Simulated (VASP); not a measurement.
OSZICAR of a VASP run on Ta (bcc):

OSZICAR:
```
       N       E                     dE             d eps       ncg     rms          rms(c)
DAV:   1     0.462188028011E+02    0.46219E+02   -0.65861E+03  1880   0.117E+03
DAV:   2    -0.121257610381E+02   -0.58345E+02   -0.57633E+02  2395   0.249E+02
DAV:   3    -0.128198410219E+02   -0.69408E+00   -0.66263E+00  2144   0.268E+01
DAV:   4    -0.128253496248E+02   -0.55086E-02   -0.55018E-02  2082   0.183E+00
DAV:   5    -0.128253938719E+02   -0.44247E-04   -0.44246E-04  2110   0.139E-01    0.136E+01
DAV:   6    -0.124461165228E+02    0.37928E+00   -0.42350E-01  1943   0.780E+00    0.662E+00
DAV:   7    -0.123303224861E+02    0.11579E+00   -0.32702E-01  1975   0.645E+00    0.395E-01
DAV:   8    -0.123283434337E+02    0.19791E-02   -0.17776E-03  2073   0.495E-01    0.950E-02
DAV:   9    -0.123282816916E+02    0.61742E-04   -0.18145E-04  2009   0.187E-01    0.315E-02
DAV:  10    -0.123282806621E+02    0.10295E-05   -0.31934E-06  1967   0.287E-02    0.122E-02
DAV:  11    -0.123282808499E+02   -0.18774E-06   -0.10277E-07   975   0.332E-03
   1 F= -.12328281E+02 E0= -.12328372E+02  d E =-.123283E+02
       N       E                     dE             d eps       ncg     rms          rms(c)
DAV:   1    -0.125652264501E+02   -0.23695E+00   -0.84410E+00  1903   0.420E+01    0.483E+00
DAV:   2    -0.123564377567E+02    0.20879E+00   -0.27200E-01  1900   0.696E+00    0.165E+00
DAV:   3    -0.123058949543E+02    0.50543E-01   -0.15964E-01  1931   0.509E+00    0.675E-01
DAV:   4    -0.123066974127E+02   -0.80246E-03   -0.20266E-03  2165   0.512E-01    0.742E-02
DAV:   5    -0.123066420883E+02    0.55324E-04   -0.30616E-04  1964   0.222E-01    0.353E-02
DAV:   6    -0.123066437125E+02   -0.16241E-05   -0.20398E-06  1981   0.204E-02    0.462E-03
DAV:   7    -0.123066437460E+02   -0.33501E-07   -0.63931E-08   987   0.300E-03
   2 F= -.12306644E+02 E0= -.12306689E+02  d E =0.216371E-01
       N       E                     dE             d eps       ncg     rms          rms(c)
DAV:   1    -0.124646272815E+02   -0.15798E+00   -0.45308E+00  1904   0.319E+01    0.337E+00
DAV:   2    -0.123562783466E+02    0.10835E+00   -0.15015E-01  1905   0.489E+00    0.116E+00
DAV:   3    -0.123320251105E+02    0.24253E-01   -0.78369E-02  1941   0.344E+00    0.408E-01
DAV:   4    -0.123323987079E+02   -0.37360E-03   -0.10374E-03  2137   0.367E-01    0.408E-02
DAV:   5    -0.123324021293E+02   -0.34214E-05   -0.59729E-05  1972   0.901E-02    0.244E-02
DAV:   6    -0.123324019553E+02    0.17401E-06   -0.11257E-06  1635   0.145E-02
   3 F= -.12332402E+02 E0= -.12332542E+02  d E =-.412111E-02
```

Problem. Which electronic solver shows in the log?

Solution. It is blocked Davidson (ALGO = Normal, or the opening steps of other solvers). The INCAR had ALGO = Normal.

Problem. Can the final energy be trusted as converged?

Solution. The calculation finished and met its thresholds. It stopped with EDIFF = 1E-6, NELM = 100, NSW = 60 and EDIFFG = -0.01 after 3 ionic steps (AM05 GGA, plane waves, VASP's PBE PAW potentials (set 64)).

The compound is Ta in the bcc structure. This run relaxes it. Symmetry was kept, so distortions that lower it aren't found.
